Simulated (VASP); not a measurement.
An input for Quantum ESPRESSO's pw.x (written as the equivalent of a VASP run, and not itself run):

```
&CONTROL
  calculation = 'scf'
  pseudo_dir = './pseudo'
  outdir = './out'
  tprnfor = .true.
  tstress = .true.
/
&SYSTEM
  ibrav = 0
  nat = 2
  ntyp = 2
  ecutwfc = 84
  occupations = 'smearing'
  smearing = 'gaussian'
  degauss = 0.003675
  input_dft = 'pbe'
  vdw_corr = 'grimme-d3'
  dftd3_version = 4
  dftd3_threebody = .false.
/
&ELECTRONS
  conv_thr = 7.3e-09
  electron_maxstep = 100
/
ATOMIC_SPECIES
  Y 88.906 Y.upf
  N 14.007 N.upf
CELL_PARAMETERS angstrom
     0.0000000    2.4579251    2.4579251
     2.4579251    0.0000000    2.4579251
     2.4579251    2.4579251    0.0000000
ATOMIC_POSITIONS crystal
  Y    0.0000000  0.0000000  0.0000000
  N    0.5000000  0.5000000  0.5000000
K_POINTS automatic
  9 9 9 0 0 0
```

Question: Write the VASP files for the same calculation (PBE-D3(BJ)).

Answer: Several could match; the one computed here: 
### POSCAR
```
YN
1
    0.0000000000     2.4579251450     2.4579251450
    2.4579251450     0.0000000000     2.4579251450
    2.4579251450     2.4579251450     0.0000000000
Y N
1 1
Direct
  0.0000000000   0.0000000000   0.0000000000
  0.5000000000   0.5000000000   0.5000000000
```

KPOINTS:
```
kpoints
0
G
 9 9 9
```

### INCAR
```
! general
SYSTEM =YN
PREC   =Accurate
ENCUT  =520   ! plane-wave cut-off (eV)
LREAL  =.FALSE.
LASPH  =.TRUE.   ! aspherical one-centre terms

! electronic loop
EDIFF  =1E-7   ! SCF stop (eV)
NELM   =100
ALGO   =Normal   ! blocked Davidson
LMAXMIX=4   ! l cut-off of mixed one-centre charges

! smearing
ISMEAR =0
SIGMA  =0.05   ! width (eV)

! functional
GGA    =PE   ! PBE
IVDW   =12   ! D3, Becke-Johnson

! ions
ISIF   =2

! output
LWAVE  =.FALSE.
LCHARG =.FALSE.
```

POTCAR, in this order: Y_sv N (PBE.64 set). Program: vasp_std.

Limits of the translation: the potentials are each code's own (VASP's PAW set, PseudoDojo norm-conserving files in pw.x), so ENCUT and ecutwfc are chosen apart and not converted; conv_thr bounds pw.x's estimated SCF error, while EDIFF bounds the energy change between steps.

The compound is YN in the rock salt structure. This cell is one point of a volume scan, at 1.03 of the reference volume.
